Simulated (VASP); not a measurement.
Write the native input for VASP 6.6.1 that does the following.

| Quantity | Value |
| --- | --- |
| Task | single point |
| Functional | PBE |
| Potentials or basis | VASP PAW PBE potentials, release 64 (C, Pd) |
| Cutoff | 520 eV |
| k mesh | 2 × 2 × 1 |
| Occupations | gaussian, width 0.02 eV |
| Spin | no spin polarisation |
| Dipole correction | no |
| Further INCAR settings | LREAL = Auto; ALGO = Fast; EDIFF = 1e-06; NBANDS = 56 |

The structure of PdC18 lies in POSCAR:

```
PdC18
1.0
    7.3980000000      0.0000000000      0.0000000000
   -3.6990000000      6.4068560000      0.0000000000
    0.0000000000      0.0000000000     13.0000000000
C Pd
18 1
Direct
    0.0028681466      0.0056249118      0.0768238462
    0.2249665833      0.1160815851      0.0755818462
    0.0036739115      0.3379642058      0.0726694615
    0.2236584537      0.4478254233      0.0746520000
    0.0025919661      0.6696108044      0.0766996154
    0.2251728274      0.7813659305      0.0755633077
    0.3369131295      0.0045761915      0.0759190000
    0.5571337101      0.1145710158      0.0748838462
    0.3344569866      0.3359396559      0.0759435385
    0.5574684538      0.4458285000      0.0792590769
    0.3347704357      0.6711742858      0.0758676154
    0.5572801469      0.7838911941      0.0790030769
    0.6689175703      0.0041430617      0.0750856923
    0.8920544111      0.1150206903      0.0737849231
    0.6692065159      0.3373935671      0.0750873077
    0.8918242584      0.4493178870      0.0735698462
    0.6695334542      0.6708944293      0.0831525385
    0.8926707363      0.7823325513      0.0823217692
    0.6768370918      0.6749429049      0.2433626154
```

The cell was built by a generator and needn't be a form met in nature.

One way to write it, as run:

INCAR

```
PREC = Accurate
ENCUT = 520
EDIFF = 1E-6
ISMEAR = 0
SIGMA = 0.02
LREAL = Auto
LASPH = T
NELM = 80
ALGO = Fast
ISIF = 2
LWAVE = F
LCHARG = F
GGA = PE
NBANDS = 56
```

KPOINTS

```
Automatic mesh
0
Gamma
  2 2 1
```

Potentials or basis: VASP PAW PBE potentials, release 64 (C, Pd).

Launch:

```sh
$ cat potpaw_PBE.64/C/POTCAR potpaw_PBE.64/Pd/POTCAR > POTCAR
$ mpirun -np 1 vasp_std > vasp.out
```

It gave:

```
Largest force          : 0.054 eV/Å
Band gap on the k mesh : 0.05 eV, direct
```

Caveat: the k mesh is coarse (spacing up to 0.49 Å⁻¹), so the values aren't converged.

Run time: 7.5 min on 1 thread of Intel(R) Xeon(R) Platinum 8259CL CPU @ 2.50GHz (Skylake/Cascade Lake), on a shared host, peak memory 0.66 GiB.
